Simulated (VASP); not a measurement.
# LaAgSb2 (P4/nmm) in VASP: further runs

Runs on LaAgSb2. Level: LDA. Tasks: relaxation of cell and atoms.

Program: VASP 6.6.1. These are calculated values, not measurements. Logs are shortened: lines on timing, memory, paths and dates and some standing lists are left out, and cuts for length are marked.

### 1 The structure

Symmetry: P4/nmm, No. 129, tetragonal system. The conventional cell has a = 4.403 Å, b = 4.403 Å, c = 11.067 Å, α = 90.00°, β = 90.00°, γ = 90.00°. La (site symmetry 4mm) has 8 Sb at 3.29 to 3.42 Å and 4 Ag at 3.65 Å as nearest neighbours. Ag (site symmetry -4m2) is surrounded by 4 Sb at 2.87 Å and 4 Ag at 3.11 Å. Around Sb (site symmetry 4mm) lie 4 Ag at 2.87 Å and 4 La at 3.29 Å. Around Sb (site symmetry -4m2) lie 4 Sb at 3.11 Å and 4 La at 3.42 Å.

The cell is a database's computed one.

### 2 Relaxation of cell and atoms, LDA

Contents of INCAR:

```
SYSTEM = LaAgSb2
ALGO = Normal
EDIFF = 1E-6
EDIFFG = -0.01
ENCUT = 600
GGA = CA
IBRION = 2
ISIF = 3
ISMEAR = 1
KPAR = 2
LASPH = .TRUE.
LCHARG = .FALSE.
LREAL = .FALSE.
LWAVE = .FALSE.
NELM = 80
NSW = 90
PREC = Accurate
SIGMA = 0.1
```

Contents of KPOINTS:

```
k-points
0
G
  8 8 4
  0 0 0
```

Contents of POSCAR:

```
LaAgSb2
1.0
    4.4034617500      0.0000000000      0.0000000000
    0.0000000000      4.4034617500      0.0000000000
    0.0000000000      0.0000000000     11.0668197600
La Ag Sb
2 2 4
Direct
    0.0000000000      0.5000000000      0.2629930000
    0.5000000000      0.0000000000      0.7370070000
    0.0000000000      0.0000000000      0.0000000000
    0.5000000000      0.5000000000      0.0000000000
    0.0000000000      0.5000000000      0.8333123600
    0.5000000000      0.0000000000      0.1666876400
    0.0000000000      0.0000000000      0.5000000000
    0.5000000000      0.5000000000      0.5000000000
```

Potentials or basis: VASP PAW LDA potentials, release 64 (La, Ag, Sb).

Started as:

```console
$ cat potpaw_LDA.64/La/POTCAR potpaw_LDA.64/Ag/POTCAR potpaw_LDA.64/Sb/POTCAR > POTCAR
$ mpirun -np 2 vasp_std > vasp.out
```

OUTCAR:

```text
SYSTEM = LaAgSb2
   EDIFF = 1E-6
   EDIFFG = -0.01
   ENCUT = 600
   GGA = CA
   IBRION = 2
   ISIF = 3
   ISMEAR = 1
   LASPH = .TRUE.
   LREAL = .FALSE.
   NELM = 80
   NSW = 90
   PREC = Accurate

 ion  position               nearest neighbor table
   1  0.000  0.500  0.263-   6 3.29   6 3.29   6 3.29   6 3.29   7 3.42   8 3.42   8 3.42   7 3.42

   2  0.500  0.000  0.737-   5 3.29   5 3.29   5 3.29   5 3.29   8 3.42   8 3.42   7 3.42   7 3.42

   3  0.000  0.000  0.000-   5 2.87   6 2.87   5 2.87   6 2.87   4 3.11   4 3.11   4 3.11   4 3.11
[... 7 lines left out ...]
   7  0.000  0.000  0.500-   8 3.11   8 3.11   8 3.11   8 3.11   2 3.42   2 3.42   1 3.42   1 3.42

   8  0.500  0.500  0.500-   7 3.11   7 3.11   7 3.11   7 3.11   2 3.42   1 3.42   1 3.42   2 3.42

  LATTYP: Found a simple tetragonal cell.
 ALAT       =     4.4034617500
 C/A-ratio  =     2.5132090133

  Lattice vectors:

 A1 = (   4.4034617500,   0.0000000000,   0.0000000000)
 A2 = (   0.0000000000,   4.4034617500,   0.0000000000)
 A3 = (   0.0000000000,   0.0000000000,  11.0668197600)

Analysis of symmetry for initial positions (statically):
=====================================================================
 Subroutine PRICEL returns:
 Original cell was already a primitive cell.

 Routine SETGRP: Setting up the symmetry group for a
 simple tetragonal supercell.

 Subroutine GETGRP returns: Found 16 space group operations
 (whereof  8 operations were pure point group operations)
 out of a pool of 16 trial point group operations.

The static configuration has the point symmetry D_2d.
 The point group associated with its full space group is D_4h.

Analysis of symmetry for dynamics (positions and initial velocities):
=====================================================================
 Subroutine PRICEL returns:
 Original cell was already a primitive cell.

 Routine SETGRP: Setting up the symmetry group for a
 simple tetragonal supercell.

 Subroutine GETGRP returns: Found 16 space group operations
 (whereof  8 operations were pure point group operations)
 out of a pool of 16 trial point group operations.

The dynamic configuration has the point symmetry D_2d.
 The point group associated with its full space group is D_4h.

 Subroutine INISYM returns: Found 16 space group operations
 (whereof  8 operations are pure point group operations),
 and found     1 'primitive' translations

----------------------------------------------------------------------------------------

                                     Primitive cell

  volume of cell :     214.5909

  direct lattice vectors                    reciprocal lattice vectors
     4.403461750  0.000000000  0.000000000     0.227094058  0.000000000  0.000000000
     0.000000000  4.403461750  0.000000000     0.000000000  0.227094058  0.000000000
     0.000000000  0.000000000 11.066819760     0.000000000  0.000000000  0.090360196

  length of vectors
     4.403461750  4.403461750 11.066819760     0.227094058  0.227094058  0.090360196

  position of ions in fractional coordinates (direct lattice)
     0.000000000  0.500000000  0.262993000
     0.500000000  0.000000000  0.737007000
     0.000000000  0.000000000  0.000000000
     0.500000000  0.500000000  0.000000000
     0.000000000  0.500000000  0.833312360
     0.500000000  0.000000000  0.166687640
     0.000000000  0.000000000  0.500000000
     0.500000000  0.500000000  0.500000000

  ion indices of the primitive-cell ions
   primitive index   ion index
                 1           1
                 2           2
                 3           3
                 4           4
                 5           5
                 6           6
                 7           7
                 8           8

----------------------------------------------------------------------------------------

 KPOINTS: k-points

Automatic generation of k-mesh.
 Grid dimensions read from file:
 generate k-points for:    8    8    4

 Generating k-lattice:

  Cartesian coordinates                     Fractional coordinates (reciprocal lattice)
     0.028386757  0.000000000  0.000000000     0.125000000  0.000000000  0.000000000
     0.000000000  0.028386757  0.000000000     0.000000000  0.125000000  0.000000000
     0.000000000  0.000000000  0.022590049     0.000000000  0.000000000  0.250000000

  Length of vectors
     0.028386757  0.028386757  0.022590049

  Shift w.r.t. Gamma in fractional coordinates (k-lattice)
     0.000000000  0.000000000  0.000000000

 Subroutine IBZKPT returns following result:
 ===========================================

 Found     45 irreducible k-points:

 Following reciprocal coordinates:
            Coordinates               Weight
  0.000000  0.000000  0.000000      1.000000
  0.125000  0.000000  0.000000      4.000000
  0.250000  0.000000  0.000000      4.000000
  0.375000  0.000000  0.000000      4.000000
  0.500000  0.000000  0.000000      2.000000
  0.125000  0.125000  0.000000      4.000000
[... 16 lines left out ...]
  0.375000  0.125000  0.250000     16.000000
  0.500000  0.125000  0.250000      8.000000
 [... further k-points ...]
   k-points           NKPTS =     45   k-points in BZ     NKDIM =     45   number of bands    NBANDS=     38
   number of dos      NEDOS =    301   number of ions     NIONS =      8
   total plane-waves  NPLWV = 116640
   dimension x,y,z NGX =    36 NGY =   36 NGZ =   90
   dimension x,y,z NGXF=    72 NGYF=   72 NGZF=  180
   ions per type =               2   2   4
   NGX,Y,Z   is equivalent  to a cutoff of  13.59, 13.59, 13.52 a.u.
   NGXF,Y,Z  is equivalent  to a cutoff of  27.18, 27.18, 27.04 a.u.
 SYSTEM =  LaAgSb2
   PREC   = accura    normal or accurate (medium, high low for compatibility)
   ISTART =      0    job   : 0-new  1-cont  2-samecut
   ICHARG =      2    charge: 1-file 2-atom 10-const
   ISPIN  =      1    spin polarized calculation?
   LNONCOLLINEAR =      F non collinear calculations
   LSORBIT =      F    spin-orbit coupling
   LASPH  =      T    aspherical Exc in radial PAW
   ENCUT  =  600.0 eV  44.10 Ry    6.64 a.u.   8.79  8.79 22.10*2*pi/ulx,y,z
   NELM   =     80;   NELMIN=  2; NELMDL= -5     # of ELM steps
   EDIFF  = 0.1E-05   stopping-criterion for ELM
   LREAL  =      F    real-space projection
   EDIFFG = -.1E-01   stopping-criterion for IOM
   NSW    =     90    number of steps for IOM
   IBRION =      2    ionic relax: 0-MD 1-quasi-New 2-CG
   NFREE  =      1    steps in history (QN), initial steepest desc. (CG)
   ISIF   =      3    stress and relaxation
   ISYM   =      2    0-nonsym 1-usesym 2-fastsym
   POTIM  = 0.5000    time-step for ionic-motion
   TEBEG  =    0.0;   TEEND  =   0.0 temperature during run
   PSTRESS=    0.0 pullay stress
   NELECT =      64.0000    total number of electrons
   NUPDOWN=      -1.0000    fix difference up-down
   EMIN   =  10.00;   EMAX   =-10.00  energy-range for DOS
   EFERMI =   0.00;   METHOD = LEGACY
   ISMEAR =     1;   SIGMA  =   0.10  broadening in eV -4-tet -1-fermi 0-gaus
   EFERMI_NEDOS =   21; number of points for ismear=-14 and -15
   IALGO  =     38    algorithm
   IMIX   =      4    mixing-type and parameters
     AMIX     =   0.40;   BMIX     =  1.00
     AMIX_MAG =   1.60;   BMIX_MAG =  1.00
  volume/ion in A,a.u.               =      26.82       181.02
  Fermi-wavevector in a.u.,A,eV,Ry     =   1.093783  2.066950 16.277475  1.196361
  Thomas-Fermi vector in A             =   2.230075
   LORBIT       =      0    0 simple, 1 ext, 2 COOP (PROOUT), +10 PAW based schemes
   GGA     = CA    functional components
   LHFCALC =     F    Hartree Fock is set to
   AEXX    =    0.0000 exact exchange contribution
   IVDW    =     0    specifies the selected vdW correction
   LEPSILON=     F    determine dielectric tensor
   LRPA    =     F    only Hartree local field effects (RPA)
 conjugate gradient relaxation of ions
 non-spin polarized calculation
 Methfessel and Paxton  Order N= 1 SIGMA  =   0.10
  energy-cutoff  :      600.00
  volume of cell :      214.59
 maximum number of plane-waves:      7205
 NGX is ok and might be reduce to    36
   NGX = 17   NGY = 17   NGZ = 45

--------------------------------------- Ionic step        1  -------------------------------------------

 number of electron      64.0000007 magnetization

 Free energy of the ion-electron system (eV)
  ---------------------------------------------------
  ext. energy  EPLUGINS =         0.00000000
  ---------------------------------------------------
  free energy    TOTEN  =       -43.98897914 eV

  energy without entropy =      -43.99023028  energy(sigma->0) =      -43.98939618

------------------------ aborting loop because EDIFF is reached ----------------------------------------

  FORCE on cell =-STRESS in cart. coord.  units (eV):
  Direction    XX          YY          ZZ          XY          YZ          ZX
  --------------------------------------------------------------------------------------
  -------------------------------------------------------------------------------------
  Total       -6.1635076     -6.1635076     -6.6089339      0.0000000      0.0000000      0.0000000
  in kB      -46.0179455    -46.0179455    -49.3435848      0.0000000      0.0000000      0.0000000
  external PRESSURE =     -47.1264919 kB  Pullay stress =       0.0000000 kB
[... 107 lines left out ...]
  FREE ENERGIE OF THE ION-ELECTRON SYSTEM (eV)
  ---------------------------------------------------
  free  energy   TOTEN  =       -44.2126366414 eV

  energy  without entropy=      -44.2136137065  energy(sigma->0) =      -44.21296233

[... ionic steps 4 to 7 ...]

--------------------------------------- Ionic step        8  -------------------------------------------

 number of electron      63.9999995 magnetization

------------------------ aborting loop because EDIFF is reached ----------------------------------------
[... 79 lines left out ...]
--------------------------------------- Ionic step       10  -------------------------------------------

 number of electron      63.9999994 magnetization

 Free energy of the ion-electron system (eV)
  ---------------------------------------------------
  ext. energy  EPLUGINS =         0.00000000
  ---------------------------------------------------
  free energy    TOTEN  =       -44.24160337 eV

  energy without entropy =      -44.24424580  energy(sigma->0) =      -44.24248418

 E-fermi :   8.7099     XC(G=0): -10.8178

 val. band max:        8.6230518393   @ k =   0.3750   0.0000   0.5000
 cond. band min:       8.7416208014   @ k =   0.2500   0.1250   0.2500
 fundamental gap:      0.1185689620
 Fermi energy:         8.7099004467

 k-point     1 :       0.0000    0.0000    0.0000
  band No.  band energies     occupation
      1     -23.5643      2.00000
      2     -23.5631      2.00000
      3      -7.6190      2.00000
      4      -7.4899      2.00000
      5      -7.3211      2.00000
      6      -7.3211      2.00000
[... 973 lines left out ...]
     37      10.6961     -0.00000
     38      10.6961     -0.00000

 [... further k-points ...]

------------------------ aborting loop because EDIFF is reached ----------------------------------------

  FORCE on cell =-STRESS in cart. coord.  units (eV):
  Direction    XX          YY          ZZ          XY          YZ          ZX
  --------------------------------------------------------------------------------------
  -------------------------------------------------------------------------------------
  Total       -0.0009132     -0.0009132     -0.0071514      0.0000000      0.0000000      0.0000000
  in kB       -0.0073368     -0.0073368     -0.0574568      0.0000000      0.0000000      0.0000000
  external PRESSURE =      -0.0240434 kB  Pullay stress =       0.0000000 kB
[... 23 lines left out ...]
  FREE ENERGIE OF THE ION-ELECTRON SYSTEM (eV)
  ---------------------------------------------------
  free  energy   TOTEN  =       -44.2416033657 eV

  energy  without entropy=      -44.2442457990  energy(sigma->0) =      -44.24248418

 reached required accuracy - stopping structural energy minimisation
```

It took 28 min on 2 MPI ranks of Intel Xeon Platinum 8375C at 2.90GHz (Ice Lake), shared host; peak memory 0.62 GiB.

What came out:

```yaml
Free_energy: -44.2416 eV
Relaxed_volume: 24.93 Å³/atom
Relaxed_cell: a = 4.341 Å, b = 4.341 Å, c = 10.585 Å, α = 90.00°, β = 90.00°, γ = 90.00°
Space_group_after_relaxing_to_0.05_Å: P4/nmm (No. 129)
Energy_gained_by_relaxing: 31.6 meV/atom
Ionic_steps: 10
Pressure_after_relaxing: 0.0 GPa
Band_gap_on_the_k_mesh: none (metal or under the smearing width)
```

Forces on the atoms (eV/Å):
```
La   0.000  0.000 -0.001
La   0.000  0.000  0.001
Ag   0.000  0.000  0.000
Ag   0.000  0.000  0.000
Sb   0.000  0.000  0.002
Sb   0.000  0.000 -0.002
Sb   0.000  0.000  0.000
Sb   0.000  0.000  0.000
```

Step by step:
```tsv
step	energy change (eV)	largest force (eV/Å)	pressure (GPa)	volume (Å³)
1	0.0000	0.2154	-4.71	214.59
2	-0.0993	0.3979	4.44	191.01
3	-0.2237	0.2060	0.00	200.52
4	-0.2236	0.2049	0.10	200.25
5	-0.2367	0.1846	0.12	199.91
6	-0.2494	0.1336	0.16	199.05
7	-0.2521	0.0286	-0.22	199.96
8	-0.2521	0.0345	-0.21	199.90
9	-0.2521	0.0346	0.18	198.95
10	-0.2526	0.0024	0.00	199.42
```

Final structure:
```
CELL_PARAMETERS angstrom
4.34055 0.00000 0.00000
0.00000 4.34055 0.00000
0.00000 0.00000 10.58458
ATOMIC_POSITIONS crystal
La 0.00000 0.50000 0.25812
La 0.50000 0.00000 0.74188
Ag 0.00000 0.00000 0.00000
Ag 0.50000 0.50000 0.00000
Sb 0.00000 0.50000 0.83087
Sb 0.50000 0.00000 0.16913
Sb 0.00000 0.00000 0.50000
Sb 0.50000 0.50000 0.50000
```

Levels at points of the mesh, in eV from the Fermi level:
```csv
k point,band 29,band 30,band 31,band 32,band 33,band 34,band 35,band 36
"(0.00, 0.00, 0.00)",-1.25,-0.74,0.26,0.38,0.38,1.37,1.80,1.96
"(0.50, 0.00, 0.00)",-1.38,-1.38,-0.77,-0.77,-0.36,-0.36,1.95,1.95
"(0.50, 0.50, 0.00)",-2.25,-2.25,-1.58,-1.58,1.84,1.84,2.05,2.05
"(0.00, 0.00, 0.50)",-1.25,-1.09,0.06,0.45,0.45,1.34,1.71,1.93
"(0.50, 0.00, 0.50)",-0.73,-0.73,-0.60,-0.60,0.13,0.13,1.44,1.44
"(0.50, 0.50, 0.50)",-2.06,-2.06,-1.64,-1.64,1.66,1.66,1.90,1.90
```

The run has no spin-orbit coupling, so splittings on La, Sb are missing.

### 3 Relaxation of cell and atoms, LDA

This run uses another cell than the first one, of 24.93 Å³/atom, 0.929 times its volume.

INCAR: that of step 2 with these lines changed.

```diff
@@ -2,4 +2,4 @@
 ALGO = Normal
-EDIFF = 1E-6
-EDIFFG = -0.01
+EDIFF = 1E-7
+EDIFFG = -0.005
 ENCUT = 600
```

KPOINTS is that of step 2.

Contents of POSCAR:

```
LaAgSb2                                 
1.0
    4.3405459733      0.0000000000      0.0000000000
   -0.0000000000      4.3405459733      0.0000000000
    0.0000000000      0.0000000000     10.5845780295
  La              Ag              Sb            
     2     2     4
Direct
     0.0000000000000000    0.5000000000000000    0.2581195412226421
     0.5000000000000000    0.0000000000000000    0.7418804587773581
     0.0000000000000000    0.0000000000000000    0.0000000000000000
     0.5000000000000000    0.5000000000000000    0.0000000000000000
     0.0000000000000000    0.5000000000000000    0.8308724055025771
     0.5000000000000000    0.0000000000000000    0.1691275944974232
     0.0000000000000000    0.0000000000000000    0.5000000000000000
     0.5000000000000000    0.5000000000000000    0.5000000000000000
```

Potentials or basis: VASP PAW LDA potentials, release 64 (La, Ag, Sb).

Started as:

```console
$ cat potpaw_LDA.64/La/POTCAR potpaw_LDA.64/Ag/POTCAR potpaw_LDA.64/Sb/POTCAR > POTCAR
$ mpirun -np 2 vasp_std > vasp.out
```

It took 4.5 min on 2 MPI ranks of Intel Xeon Platinum 8375C at 2.90GHz (Ice Lake), shared host; peak memory 0.56 GiB.

It converged, with:

```
Free energy             : -44.2401 eV
Pressure after relaxing : 0.0 GPa
Band gap on the k mesh  : none (metal or under the smearing width)
```

Forces on the atoms (eV/Å):
```
La   0.000  0.000  0.000
La   0.000  0.000  0.000
Ag   0.000  0.000  0.000
Ag   0.000  0.000  0.000
Sb   0.000  0.000  0.002
Sb   0.000  0.000 -0.002
Sb   0.000  0.000  0.000
Sb   0.000  0.000  0.000
```

Final structure:
```
La Ag Sb
1.0
     4.34055    0.00000    0.00000
     0.00000    4.34055    0.00000
     0.00000    0.00000   10.58458
La Ag Sb
2 2 4
Cartesian
  0.0000 2.1703 2.7321
  2.1703 0.0000 7.8525
  0.0000 0.0000 0.0000
  2.1703 2.1703 0.0000
  0.0000 2.1703 8.7944
  2.1703 0.0000 1.7901
  0.0000 0.0000 5.2923
  2.1703 2.1703 5.2923
```

Levels at points of the mesh, in eV from the Fermi level:
| k point | band 29 | band 30 | band 31 | band 32 | band 33 | band 34 | band 35 | band 36 |
| --- | --- | --- | --- | --- | --- | --- | --- | --- |
| (0.00, 0.00, 0.00) | -1.25 | -0.74 | 0.26 | 0.38 | 0.38 | 1.37 | 1.80 | 1.96 |
| (0.50, 0.00, 0.00) | -1.38 | -1.38 | -0.77 | -0.77 | -0.36 | -0.36 | 1.95 | 1.96 |
| (0.50, 0.50, 0.00) | -2.25 | -2.25 | -1.58 | -1.58 | 1.84 | 1.84 | 2.05 | 2.05 |
| (0.00, 0.00, 0.50) | -1.25 | -1.09 | 0.06 | 0.45 | 0.45 | 1.34 | 1.71 | 1.93 |
| (0.50, 0.00, 0.50) | -0.73 | -0.73 | -0.60 | -0.60 | 0.13 | 0.13 | 1.44 | 1.44 |
| (0.50, 0.50, 0.50) | -2.06 | -2.06 | -1.64 | -1.64 | 1.66 | 1.66 | 1.90 | 1.90 |

Caveat: the relaxation stopped at its first step, so nothing moved.
